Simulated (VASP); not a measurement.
```yaml
crystal:
  lattice:
    - [2.91720, 0.00000, 0.00000]
    - [0.00000, 2.91720, 0.00000]
    - [0.00000, 0.00000, 2.91720]
  atoms:
    - { symbol: Al, position: [0.50000, 0.50000, 0.50000] }
    - { symbol: Co, position: [0.00000, 0.00000, 0.00000] }
```

The base run (VASP): PBE GGA, plane waves, VASP's PBE PAW potentials (set 64). Settings: 400 eV cut-off, 11×11×11 Γ-centred mesh, first-order Methfessel-Paxton smearing of 0.10 eV, potentials Al Co.

One setting is varied; ΔE counts from the most expensive setting. The base run took about 5 core-seconds. Times come from single runs on busy shared machines, so they are rough: good to a factor of about 2.

Pressures at a finite cut-off, here 400 eV, hold a Pulay part, which wasn't tested here.

```
setting                                                 cost over the base run  electronic steps  ΔE (meV/atom)  pressure (GPa)
------------------------------------------------------  ----------------------  ----------------  -------------  --------------
KGAMMA = .TRUE., KSPACING = 0.8, KPOINTS file removed                about 1/3                13          -69.9          -12.93
KGAMMA = .FALSE., KSPACING = 0.5, KPOINTS file removed               about 1/2                13           -2.8          -11.12
KGAMMA = .TRUE., KSPACING = 0.4, KPOINTS file removed     within a factor of 2                13            1.8          -10.65
base run                                                             reference                13            1.9          -10.82
KGAMMA = .TRUE., KSPACING = 0.2, KPOINTS file removed     within a factor of 2                13            1.9          -10.82
KGAMMA = .TRUE., KSPACING = 0.16, KPOINTS file removed    within a factor of 2                12            0.0          -10.76
```

Left out are runs that failed, have no time on record or changed the cell.

The compound is CoAl in the CsCl type structure. The cell was not relaxed at this level.
